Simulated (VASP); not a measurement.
# Elastic constants of Al and what follows from them

The cell as given, ahead of any relaxation:

```
Al
1.0
     0.00000    2.02000    2.02000
     2.02000    0.00000    2.02000
     2.02000    2.02000    0.00000
Al
1
Direct
  0.00000 0.00000 0.00000
```

Constants in GPa on the cubic axes, for the cell relaxed at the run's level, where symmetry holds the atoms; no spin polarisation, no spin-orbit coupling. Meshes are those of the run's cell of 1 atom. Occupations: methfessel-paxton 0.15 eV (run 1). Space group Fm-3m.

```csv
run,level,program and potentials,k mesh,cell,C11,C12,C44
1,PBEsol,"VASP, PBE PAW files Al, 600 eV (made for PBE)",32 × 32 × 32,"relaxed, 16.19 Å³ an atom",124.4,61.2,37.9
```

For a metal even such meshes can leave the constants, above all C11 - C12, uncertain by ten GPa.

Problem. Work out the bulk, shear and Young's moduli of a random polycrystal, Poisson's ratio and the anisotropy, and test the cell's stability.

Solution. From the values as printed: B = (C11 + 2 C12)/3 = 82.3 GPa. Voigt: G_V = (C11 - C12 + 3 C44)/5 = 35.4; Reuss: G_R = 5 C44 (C11 - C12)/[4 C44 + 3 (C11 - C12)] = 35.1; Hill's mean, from the unrounded bounds, G = 35.2 GPa. Young's modulus E = 9BG/(3B + G) = 92.4 GPa, Poisson's ratio ν = (3B - 2G)/[2(3B + G)] = 0.313. Zener's ratio 2 C44/(C11 - C12) = 1.20, so the crystal is stiffest along ⟨111⟩ and softest along ⟨100⟩. C11 > |C12|, C11 + 2 C12 > 0 and C44 > 0 hold, so the cell is stable against small uniform strains, which says nothing of soft phonons. B/G = 2.34 lies over Pugh's 1.75, a rough sign of ductile behaviour.
